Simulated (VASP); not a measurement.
These are PBEsol GGA, VASP's PBE PAW potentials (set 64) (plane waves; VASP 6.6.1) values and carry that method's errors.

A VASP calculation is set up with these files.

File POSCAR:
```
TlF
1
    5.0615495867    -0.0000000000     0.0000000000
    0.0000000000     5.4236652720     0.0000000000
    0.0000000000     0.0000000000     6.0608682407
Tl F
4 4
Direct
  0.2500000000   0.5110658079   0.2583243106
  0.7500000000   0.9889341921   0.2583243106
  0.2500000000   0.0110658079   0.7416756894
  0.7500000000   0.4889341921   0.7416756894
  0.2500000000   0.5631843161   0.8581184052
  0.7500000000   0.9368156839   0.8581184052
  0.2500000000   0.0631843161   0.1418815948
  0.7500000000   0.4368156839   0.1418815948
```

### KPOINTS
```
Automatic mesh
0
Gamma
5 5 4
0 0 0
```

INCAR:
```
! general
SYSTEM =TlF
PREC   =Accurate
ENCUT  =520
LREAL  =.FALSE.
LASPH  =.TRUE.

! electronic loop
EDIFF  =1E-7
NELM   =100
ALGO   =Normal
LMAXMIX=4

! smearing
ISMEAR =-5

! functional
GGA    =PS

! ions
ISIF   =2

! output
LWAVE  =.FALSE.
LCHARG =.TRUE.
LORBIT =11
NEDOS  =601

! other
LEFG   =.TRUE.
```

POTCAR, in this order: Tl_d F (PBE.64 set). Program: vasp_std.

Question: Predict the energy per atom (σ→0).

Answer: 
```
Quantity                        Value
---------------------  --------------
energy per atom (σ→0)  -3.957 eV/atom
```

### OSZICAR
```
...
DAV:  11    -0.316568986544E+02   -0.92898E-05   -0.73400E-04  3056   0.141E-01    0.421E-02
DAV:  12    -0.316568869518E+02    0.11703E-04   -0.97691E-05  2848   0.500E-02    0.296E-02
DAV:  13    -0.316568841887E+02    0.27631E-05   -0.33000E-05  2864   0.292E-02    0.159E-02
DAV:  14    -0.316568817640E+02    0.24248E-05   -0.10508E-05  2776   0.173E-02    0.389E-03
DAV:  15    -0.316568821313E+02   -0.36728E-06   -0.46085E-07  2384   0.403E-03    0.111E-03
DAV:  16    -0.316568822754E+02   -0.14410E-06   -0.78650E-08  1552   0.154E-03    0.437E-04
DAV:  17    -0.316568823403E+02   -0.64912E-07   -0.51110E-08  1488   0.137E-03
   1 F= -.31656882E+02 E0= -.31656882E+02  d E =0.000000E+00
```

The compound is TlF in the sg57 structure. It was relaxed first.
